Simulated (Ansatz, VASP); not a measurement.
# Cross-check of Si32TeO63 (Te_O) between VASP and Ansatz

One calculation is typed for both programs; each brings its own data sets. How far apart do they land? The structure shown is the start of the Ansatz relaxation below; VASP solves that cell, so the two are compared at the walk's first step.

Calculated with Ansatz 0.2.0; plane waves, with VASP 6.6.1 beside it; single point at r2SCAN.

### 1. Set-up

The cell holds 96 atoms: 32 Si, 63 O and 1 Te. Cell: a = 9.926 Å, b = 9.926 Å, c = 11.836 Å, α = 53.4°, β = 53.4°, γ = 73.2°. It derives from SiO2 (SiO2 (P4_2/mnm)). Nearest the centre at fractional (0.528, 0.722, 0.375): Te96 at 0.05 Å, Si29 at 1.72 Å, Si26 at 1.80 Å, Si12 at 1.86 Å, O86 at 2.32 Å, O65 at 2.49 Å, O82 at 2.51 Å, O84 at 2.52 Å.

### 2. Ansatz: relaxation, r2SCAN

Ansatz runs on its PAW soft_1 files.

The two programs are compared at the cell with which this relaxation starts, whose forces are those of its first step.

Input file input.yaml:

```yaml
crystal:
  lattice:
    - [0.0, 4.18479536, 2.66840475]
    - [4.18479536, 0.0, 2.66840475]
    - [4.18479536, 4.18479536, 0.0]
  atoms:
    - { symbol: Si, position: [0.0, 0.0, 0.0] }
    - { symbol: Si, position: [0.5, 0.5, 0.5] }
    - { symbol: Si, position: [0.25, 0.25, 0.25] }
    - { symbol: Si, position: [0.75, 0.75, 0.75] }
    - { symbol: O, position: [0.0, 0.0, 0.30610335] }
    - { symbol: O, position: [0.5, 0.5, 0.80610335] }
    - { symbol: O, position: [0.0, 0.0, 0.69389665] }
    - { symbol: O, position: [0.5, 0.5, 0.19389665] }
    - { symbol: O, position: [0.05610335, 0.44389665, 0.75] }
    - { symbol: O, position: [0.55610335, 0.94389665, 0.25] }
    - { symbol: O, position: [0.44389665, 0.05610335, 0.75] }
    - { symbol: O, position: [0.94389665, 0.55610335, 0.25] }
  supercell: [2, 2, 2]
  defects: [{ substitution: { at: 80, symbol: Te } }]
basis:
  ecutwfc: 500
  xc_grid: 2
hamiltonian:
  xc: r2scan
  pseudopotentials: { kind: paw, azcp: { folder: soft_1 } }
kpoints:
  mp_grid: { grid: [1, 1, 1], shift: [0.25, 0.25, 0.25] }
scf:
  occupations: { method: fixed }
  max_iter: 60
output:
  forces: true
  charged_corrections: { epsilon: [3.41, 3.41, 3.58], static_epsilon: [11.6, 11.6, 9.01] }
relax:
  f_tol: 0.02
  max_steps: 80
  random_displacement: { amplitude: 0.05, seed: 3460 }
checkpoint:
  write: "../q0.relax.run"
  compress: false
  write_wavefunctions: true
  write_every: 100000
```

Launch:

```
ansatz run input.yaml --threads 8 --pin off --max-ram 22609MiB --backend cpu --events-out ev --progress --plain --runs-dir out
```

Numbers of over 12 decimals in the logs are rounded to 6 here.

Log:

```text
Engine: ansatz 0.2.0, aarch64-unknown-linux-gnu
Pseudopotentials: kind: paw
Pseudopotential: Si, paw, valence charge 4, recommended cutoff 500 eV (meta_gga), soft_1/Si.paw.azcp
Pseudopotential: O, paw, valence charge 6, recommended cutoff 500 eV (meta_gga), soft_1/O.paw.azcp
Pseudopotential: Te, paw, valence charge 16, recommended cutoff 500 eV (meta_gga), soft_1/Te.paw.azcp
Functional definition: r2SCAN
  parameter k0 = 0.174
  parameter k1 = 0.065
  parameter a1 = 4.9479
  exchange = r2scan_x(k0 = k0, k1 = k1, a1 = a1)
  correlation = r2scan_c
Crystal: 96 atoms, lattice volume = 747.688 Å³
Basis set: ecut = 500 eV, 18959 PW (Γ), exchange–correlation on 150×150×180 points (8 copies of the dense FFT grid, shifted against one another)
Bands: 357, of which v1, the nominal top of the filled ones, is band 261 counted from 1 (260 counted from 0)
Symmetry: 1 space group operations
k-points: 1
Non-local potential: Si, projectors of the file, l = 0: 2, l = 1: 2, l = 2: 1
Non-local potential: O, projectors of the file, l = 0: 2, l = 1: 2, l = 2: 1
Non-local potential: Te, projectors of the file, l = 0: 2, l = 1: 2, l = 2: 2, l = 3: 1
PAW form: soft (Blöchl's): semilocal exchange-correlation on the pseudo side does not see the compensation charge
PAW frozen core: Si, regenerated for the run's functional (the file was generated under x = pbe(κ = 0.804, μ = 0.219515), c = pbe(β = 0.066725))
PAW frozen core: O, regenerated for the run's functional (the file was generated under x = pbe(κ = 0.804, μ = 0.219515), c = pbe(β = 0.066725))
PAW frozen core: Te, regenerated for the run's functional (the file was generated under x = pbe(κ = 0.804, μ = 0.219515), c = pbe(β = 0.066725))
PAW one-centre angular grid: Si, 302 points (default); XC on 160 Gauss nodes
PAW one-centre angular grid: O, 302 points (default); XC on 160 Gauss nodes
PAW one-centre angular grid: Te, 590 points (default); XC on 160 Gauss nodes
Initial density: superposition of atomic densities (chi_scale 0.1, normalization cell, long waves kept (reshape's long-wave potential 0.72 eV rms))
Initial wavefunctions: pseudopotential atomic-orbital guess
Functional: x = r2scan, c = r2scan; τ floored in thin density (d = 2e-4 eV/Å³)
SCF iter   1: F=—  HF=-63366.232156 eV  |F-HF|=—  |Δ(HF+E_count)|=         —  Δρ=1.44e-1  dr2=1.46e2  dr2_τ=1.73e1  ethr=3.10e-3  ⟨swp⟩=8.0  Hψ=1361  notcnv=0  defer=94
preconditioner: auto → Resta (q_TF=auto, 2.570 Å⁻¹)  ε∞=3.2  [insulator: Δε(μ)=4.749 eV  Ē_g=20.728 eV  n_scr=200 (ndim 8)  ℏωp=30.7 eV  f_vac=0.000  ε∞_Penn≈3.2]
SCF iter   2: F=—  HF=-63340.927844 eV  |F-HF|=—  |Δ(HF+E_count)|=    2.53e1  Δρ=5.35e-2  dr2=1.83e1  dr2_τ=2.10e0  ethr=3.10e-3  ⟨swp⟩=6.0  Hψ=833  notcnv=0  defer=93
SCF iter   3: F=—  HF=-63342.365357 eV  |F-HF|=—  |Δ(HF+E_count)|=    1.44e0  Δρ=2.23e-2  dr2=2.37e0  dr2_τ=1.60e-1  ethr=3.10e-3  ⟨swp⟩=5.0  Hψ=906  notcnv=0  defer=94
SCF iter   4: F=—  HF=-63342.485017 eV  |F-HF|=—  |Δ(HF+E_count)|=   1.20e-1  Δρ=3.29e-3  dr2=4.67e-2  dr2_τ=7.87e-3  ethr=4.54e-4  ⟨swp⟩=5.0  Hψ=568  notcnv=0  defer=94
SCF iter   5: F=—  HF=-63342.488688 eV  |F-HF|=—  |Δ(HF+E_count)|=   3.67e-3  Δρ=7.69e-4  dr2=2.97e-3  dr2_τ=4.24e-4  ethr=8.95e-6  ⟨swp⟩=5.0  Hψ=632  notcnv=0  defer=94
SCF iter   6: F=—  HF=-63342.489309 eV  |F-HF|=—  |Δ(HF+E_count)|=   6.21e-4  Δρ=2.45e-4  dr2=3.05e-4  dr2_τ=4.03e-5  ethr=5.70e-7  ⟨swp⟩=3.0  Hψ=530  notcnv=0  defer=94
SCF iter   7: F=—  HF=-63342.489287 eV  |F-HF|=—  |Δ(HF+E_count)|=   2.22e-5  Δρ=6.45e-5  dr2=2.02e-5  dr2_τ=3.17e-6  ethr=5.84e-8  ⟨swp⟩=2.0  Hψ=522  notcnv=0  defer=94
SCF iter   8: F=-63342.489286 eV  HF=-63342.489287 eV  |F-HF|=2.28e-7  |Δ(HF+E_count)|=   3.19e-7  Δρ=1.52e-5  dr2=1.26e-6  dr2_τ=1.00e-7  ethr=1.92e-9  ⟨swp⟩=4.0  Hψ=1108  notcnv=0
SCF 1 converged in 8 iterations: F = -63342.489286 eV  dr2 = 1.26e-6
  greatest PAW one-centre occupation: 1.001 electrons in one spin orbital (limit 2), on the Te atom at site 80 (counted from 0), in its partial waves of l = 2
relax step   1: F+E_penalty+E_count = -63342.48928633 eV  Δ(F+E_penalty+E_count) = +0.000e0 eV  max|allowed force component| = 2.451e1 eV/Å  Δτ_max = 0.0000 Å  (8 SCF iters, dr2 threshold 1.00e-5 eV, accepted)
Initial density: handed on by an earlier stage of this run
Initial wavefunctions: those handed on with the density
iter 1 solved again at ethr=1.37e-4 eV; its pass at ethr=3.10e-3 eV (dr2=7.17e-1 eV) is discarded
SCF iter   1: F=—  HF=-63354.395551 eV  |F-HF|=—  |Δ(HF+E_count)|=         —  Δρ=1.13e-2  dr2=7.25e-1  dr2_τ=1.69e0  ethr=1.37e-4  ⟨swp⟩=2.0  Hψ=1253  notcnv=0  defer=94
preconditioner: auto → Resta (q_TF=auto, 2.570 Å⁻¹)  ε∞=3.3  [insulator: Δε(μ)=3.823 eV  Ē_g=20.107 eV  n_scr=200 (ndim 8)  ℏωp=30.7 eV  f_vac=0.000  ε∞_Penn≈3.3]
SCF iter   2: F=—  HF=-63354.444138 eV  |F-HF|=—  |Δ(HF+E_count)|=   4.86e-2  Δρ=5.95e-3  dr2=1.65e-1  dr2_τ=6.95e-3  ethr=1.37e-4  ⟨swp⟩=3.0  Hψ=529  notcnv=0  defer=94
[...]
--- Relaxed structure (9 steps of the walk, 9 accepted, 0 SCFs on fresh bases) ---
  F+E_penalty+E_count = -63359.80726600 eV   max|allowed force component| = 9.593e-3 eV/Å
  atoms:
    - { symbol: Si, position: [0.00209276, 0.00522843, -0.00436909] }
    - { symbol: Si, position: [0.247037, 0.261177, 0.246283] }
    - { symbol: Si, position: [0.125304, 0.124783, 0.124915] }
    - { symbol: Si, position: [0.378323, 0.372356, 0.372716] }
    - { symbol: O, position: [0.00197242, -0.000138391, 0.153726] }
    - { symbol: O, position: [0.248740, 0.251846, 0.402140] }
    - { symbol: O, position: [-0.00086501, 0.00104228, 0.348782] }
    - { symbol: O, position: [0.249060, 0.250944, 0.098867] }
    - { symbol: O, position: [0.024248, 0.225831, 0.374810] }
    - { symbol: O, position: [0.278427, 0.476220, 0.121957] }
    - { symbol: O, position: [0.207531, 0.042561, 0.376760] }
    - { symbol: O, position: [0.469336, 0.284699, 0.124297] }
    - { symbol: Si, position: [-0.011087, 0.00304544, 0.504373] }
    - { symbol: Si, position: [0.244837, 0.247967, 0.752904] }
    - { symbol: Si, position: [0.124555, 0.125517, 0.625882] }
    - { symbol: Si, position: [0.374772, 0.371769, 0.879755] }
    - { symbol: O, position: [-0.00170843, 0.00129637, 0.652620] }
    - { symbol: O, position: [0.250215, 0.248115, 0.905476] }
    - { symbol: O, position: [0.00233883, -0.000855792, 0.845379] }
    - { symbol: O, position: [0.250900, 0.247708, 0.596838] }
    - { symbol: O, position: [0.027333, 0.222724, 0.874715] }
    - { symbol: O, position: [0.273411, 0.461790, 0.634670] }
    - { symbol: O, position: [0.221722, 0.028341, 0.874977] }
    - { symbol: O, position: [0.470002, 0.263836, 0.634968] }
    - { symbol: Si, position: [0.00233524, 0.499164, -0.00108267] }
    - { symbol: Si, position: [0.248195, 0.750988, 0.250577] }
    - { symbol: Si, position: [0.130420, 0.623308, 0.123118] }
    - { symbol: Si, position: [0.341361, 0.908770, 0.393299] }
    - { symbol: O, position: [0.00316449, 0.500220, 0.151196] }
    - { symbol: O, position: [0.220502, 0.758307, 0.411648] }
    - { symbol: O, position: [0.005899, 0.498798, 0.345073] }
    - { symbol: O, position: [0.251622, 0.749654, 0.095810] }
    - { symbol: O, position: [0.026710, 0.720906, 0.372764] }
    - { symbol: O, position: [0.277001, 0.973077, 0.124887] }
    - { symbol: O, position: [0.224275, 0.528705, 0.375553] }
    - { symbol: O, position: [0.470252, 0.779761, 0.117163] }
    - { symbol: Si, position: [0.00217183, 0.499500, 0.498928] }
    - { symbol: Si, position: [0.250100, 0.748727, 0.752323] }
    - { symbol: Si, position: [0.119003, 0.625749, 0.626125] }
    - { symbol: Si, position: [0.376056, 0.874011, 0.875860] }
[...]
- { symbol: Si, position: [0.499088, 0.00180327, -0.000296635] }
    - { symbol: Si, position: [0.750908, 0.247829, 0.250294] }
    - { symbol: Si, position: [0.624330, 0.131074, 0.120886] }
    - { symbol: Si, position: [0.878054, 0.372026, 0.375145] }
[...]
- { symbol: Si, position: [0.501327, 2.3512073854425886e-5, 0.501054] }
    - { symbol: Si, position: [0.750575, 0.247843, 0.750554] }
    - { symbol: Si, position: [0.626761, 0.119673, 0.626760] }
    - { symbol: Si, position: [0.874111, 0.375964, 0.874796] }
[...]
- { symbol: Si, position: [0.501892, 0.501822, -0.00116244] }
    - { symbol: Si, position: [0.781201, 0.745178, 0.251095] }
    - { symbol: Si, position: [0.631782, 0.618374, 0.122117] }
    - { symbol: Si, position: [0.878293, 0.875327, 0.376234] }
[...]
- { symbol: Te, position: [0.515369, 0.734785, 0.335739] }
[...]
- { symbol: Si, position: [0.504853, 0.468913, 0.527276] }
    - { symbol: Si, position: [0.748277, 0.748173, 0.752416] }
    - { symbol: Si, position: [0.627730, 0.622292, 0.628741] }
    - { symbol: Si, position: [0.877747, 0.871773, 0.873234] }
    - { symbol: O, position: [0.503144, 0.491595, 0.661190] }
    - { symbol: O, position: [0.749889, 0.749146, 0.899656] }
    - { symbol: O, position: [0.500318, 0.500203, 0.848495] }
    - { symbol: O, position: [0.749741, 0.749757, 0.598994] }
    - { symbol: O, position: [0.528134, 0.721937, 0.873865] }
    - { symbol: O, position: [0.773858, 0.971667, 0.626478] }
    - { symbol: O, position: [0.722310, 0.527749, 0.874055] }
    - { symbol: O, position: [0.965404, 0.780768, 0.628022] }
```

The column dr2 measures how far the density is from self-consistency, as an energy; F and HF (Harris–Foulkes) agree once it is small.

### 3. VASP: single point, r2SCAN, start cell

The same cell, functional and mesh now go to VASP, with its own data sets.

Lines of VASP's logs that name or quote its potential files are left out, and so is its time.

Input file INCAR:

```
SYSTEM = Si32TeO63
PREC = Accurate
ENCUT = 580
EDIFF = 1E-06
NELM = 120
ISMEAR = 0
SIGMA = 0.01
LREAL = Auto
ALGO = Normal
METAGGA = R2SCAN
LASPH = .TRUE.
NBANDS = 328
LORBIT = 11
LWAVE = .FALSE.
LCHARG = .FALSE.
ISIF = 2
ISYM = 0
GGA_COMPAT = .FALSE.
EFERMI = MIDGAP
LMIXTAU = .TRUE.
NCORE = 2
```

Input file POSCAR:

```
Si32TeO63
1.0
    0.0000000000      8.3695907132      5.3368094992
    8.3695907132      0.0000000000      5.3368094992
    8.3695907132      8.3695907132      0.0000000000
Si O Te
32 63 1
Direct
    0.0002428519      0.0059132606      0.9954722313
    0.2456524620      0.2540192989      0.2495974423
[... 1 atom line left out ...]
    0.3768066464      0.3794272047      0.3690147699
[... 1 atom line left out ...]
    0.2535492025      0.2518047923      0.7506780396
[... 1 atom line left out ...]
    0.3757236463      0.3803042765      0.8697030845
[... 1 atom line left out ...]
    0.2554386310      0.7474941139      0.2479704537
[... 1 atom line left out ...]
    0.3698741245      0.8779742390      0.3753684105
[... 1 atom line left out ...]
    0.2474035774      0.7550922023      0.7500934671
    0.1258483239      0.6300139569      0.6246221848
[... 1 atom line left out ...]
    0.4959944201      0.0005595604      0.0049199190
[... 1 atom line left out ...]
    0.6259255603      0.1312858411      0.1216929571
    0.8694023403      0.3736142974      0.3766221497
    0.4955031207      0.9981693629      0.5059794234
[... 4 atom lines left out ...]
    0.7549987570      0.7473325518      0.2502649755
    0.6288478278      0.6245739031      0.1199879534
    0.8797377936      0.8781982918      0.3689229065
    0.4985609410      0.5047353170      0.5008226952
[... 1 atom line left out ...]
    0.6304608946      0.6225283681      0.6240499124
    0.8768768062      0.8692745229      0.8763045025
[... 6 atom lines left out ...]
    0.2222524688      0.0338683465      0.3703176066
[... 6 atom lines left out ...]
    0.2815361571      0.4672342460      0.6247585782
[... 1 atom line left out ...]
    0.4720313125      0.2841283369      0.6229927232
[... 1 atom line left out ...]
    0.2445209350      0.7524515072      0.4040578529
    0.9967856822      0.4968849276      0.3469988705
[... 2 atom lines left out ...]
    0.2780652680      0.9779323465      0.1232741899
    0.2231608057      0.5236072775      0.3793945847
    0.4771562394      0.7778544559      0.1201630527
[... 3 atom lines left out ...]
    0.2507056252      0.7530720065      0.5987396158
[... 1 atom line left out ...]
    0.2722870985      0.9690530695      0.6285944689
    0.2195452897      0.5322703786      0.8715997033
    0.4663165305      0.7797697315      0.6280638656
    0.5043990743      0.9966448548      0.1541392210
[... 1 atom line left out ...]
    0.4952887171      0.0027955784      0.3496411298
[... 2 atom lines left out ...]
    0.7735193884      0.4699634455      0.1255040236
    0.7238004473      0.0315392366      0.3757034969
[... 6 atom lines left out ...]
    0.7747392168      0.4762370456      0.6227213522
    0.7205535231      0.0227454462      0.8805620463
[... 1 atom line left out ...]
    0.4981237969      0.4950937802      0.1589323470
    0.7522552381      0.7540739650      0.3969081236
    0.4959261420      0.4964984519      0.3482669903
    0.7468954104      0.7447686636      0.0995077463
    0.7822161334      0.9770475243      0.1207928976
    0.7232323165      0.5254719891      0.3793587559
    0.9701201975      0.7794164875      0.1213262439
    0.5041375273      0.5015326209      0.6533169208
[... 7 atom lines left out ...]
    0.5248578790      0.7258410641      0.3723722554
```

Input file KPOINTS:

```
Points of the shifted mesh
1
Reciprocal
 0.2500000000  0.2500000000  0.2500000000 1
```

PAW data sets: Si, O and Te (PBE family, release 64).

Launch:

```
mpirun -np 8 vasp_std
```

Log:

```text
[banner, memory and clock lines left out]
running    8 mpi-ranks, on    1 nodes
[...]
|                                                                             |
|               ----> ADVICE to this user running VASP <----                  |
|                                                                             |
|     You enforced a specific xc type in the INCAR file but a different       |
|     [... a line on the potential file left out ...]
|     I HOPE YOU KNOW WHAT YOU ARE DOING!                                     |
|                                                                             |

 LDA part: xc-table for (None), standard interpolation
 POSCAR, INCAR and KPOINTS ok, starting setup
[...]
entering main loop
       N       E                     dE             d eps       ncg     rms          rms(c)
DAV:   1     0.282805993905E+04    0.28281E+04   -0.31414E+05   656   0.172E+03
DAV:   2    -0.946442304778E+03   -0.37745E+04   -0.36723E+04   768   0.369E+02
DAV:   3    -0.114613662716E+04   -0.19969E+03   -0.19829E+03   800   0.849E+01
DAV:   4    -0.114870597780E+04   -0.25694E+01   -0.25577E+01   784   0.104E+01
[...]
DAV:  19    -0.924163924611E+03    0.27099E-04   -0.40656E-05   704   0.200E-02    0.373E-03
DAV:  20    -0.924163995743E+03   -0.71133E-04   -0.23203E-05   696   0.163E-02    0.171E-03
DAV:  21    -0.924163995883E+03   -0.13980E-06   -0.51842E-07   440   0.194E-03
   1 F= -.92416400E+03 E0= -.92416400E+03  d E =0.000000E+00
```

OUTCAR, selected parts (step 3):

```text
  Total       78.7046264     79.8112839     94.0815490    -49.3398182     -4.8942390      1.9312866
  in kB      168.6516934    171.0230871    201.6020314   -105.7275065    -10.4875880      4.1384448
  external PRESSURE =     180.4256039 kB  Pullay stress =       0.0000000 kB

 POSITION                                       TOTAL-FORCE (eV/Angst)
 -----------------------------------------------------------------------------------
      8.38119      8.33373      0.03285        -0.505272      0.710043     -1.693877
      4.21507      4.14504      2.66665         0.049853      0.067591      0.221453
      2.07419      2.04591      1.33684         0.643291      0.907967      0.462306
      6.26415      6.24222      4.03588         0.255615      1.373337     -2.378527
     12.51451      4.20515      5.35907         1.486642     -1.637863     -0.656819
      8.39037      8.40497      2.69698        -1.127207     -0.926618     -1.148906
      6.28181      6.30967      1.29646        -0.538391     -1.196695      2.189291
     10.46205     10.42371      4.03478         0.241503      1.621526     -0.261841
      4.18000      0.04725      2.68404         0.074502     -1.305535     -1.404929
      8.33163      4.21333      5.35246         0.466188     -0.981908     -1.072069
      6.25702      2.09114      3.95687         0.817526      0.010826      1.117438
     10.48996      6.23738      6.65953        18.506187    -17.040137      0.974305
      8.38904     12.50966      7.99420        -0.291136      0.772416      0.181536
     12.59779      8.34864      5.35013        -0.676094      0.480242     -0.375286
[...]
-----------------------------------------------------------------------------------
    total drift:                               -0.002753      0.012858      0.020991

  FREE ENERGIE OF THE ION-ELECTRON SYSTEM (eV)
  ---------------------------------------------------
  free  energy   TOTEN  =      -924.1639958832 eV

  energy  without entropy=     -924.1639958832  energy(sigma->0) =     -924.16399588

[... 3 further parts left out ...]
[key lines of the parts left out:]
E-fermi :  12.5797
```

The run ends at a pressure of 18.04 GPa, with forces up to 33 eV/Å.

### 4. Differences

Known differences besides the potentials themselves: VASP keeps PBE cores, Ansatz makes them for the functional; fixed occupations in Ansatz, narrow Gaussian smearing in VASP; the data sets hold 522 valence electrons in Ansatz (on its PAW soft_1 files) and 512 in VASP; the cutoff is 500 eV in Ansatz and 580 eV in VASP (PREC = Accurate, projectors in real space). Total energies have different zeros and are not compared.

Forces on 7 of the 96 atoms, those with the largest forces and the largest differences (eV/Å; atoms numbered as in POSCAR):

| atom | Ansatz x, y, z | VASP x, y, z |
| --- | --- | --- |
| Si12 | 18.813, -17.316, 0.939 | 18.506, -17.040, 0.974 |
| Si26 | -11.124, 11.623, 18.750 | -11.078, 11.537, 18.694 |
| Si29 | -15.608, 15.877, -24.507 | -15.649, 15.911, -24.512 |
| O65 | 0.923, -2.738, 1.685 | 0.908, -2.768, 1.710 |
| O81 | -1.212, -1.968, 1.735 | -1.235, -1.997, 1.752 |
| O84 | -2.375, -0.356, 2.170 | -2.363, -0.337, 2.189 |
| Te96 | 8.501, -10.536, 6.024 | 8.814, -10.808, 6.083 |

The forces differ by 39 meV/Å r.m.s., which is 1.2 % of the r.m.s. force of 3.143 eV/Å (both taken over all components).

### 5. Summary of results

* r.m.s. force difference (single point, r2SCAN, start cell): 1.2 % of the r.m.s. force

What this shows: The r.m.s. force difference is 1.2 % of the r.m.s. force (single point, r2SCAN, start cell), within the 3 % picked in this series as the mark of a large difference. The data sets hold unlike numbers of valence electrons (522 in Ansatz and 512 in VASP), so part of the differences comes from the potentials. 1 further run of this series is not shown here. How closely two codes agree says nothing of how well the functional describes the real material.

[Lines on the potential files, build, host, timing and source positions are cut from VASP's logs without a mark.]

[Logs are printed without paths, hosts, clocks, repeated set-up lines and the standing remarks that a program may print on its own settings, such as how far it seeks lower states.]

[Hosts, paths, dates, database ids (printed as entryN), source tags and the programs' standing remarks are cut or masked in the printed files.]
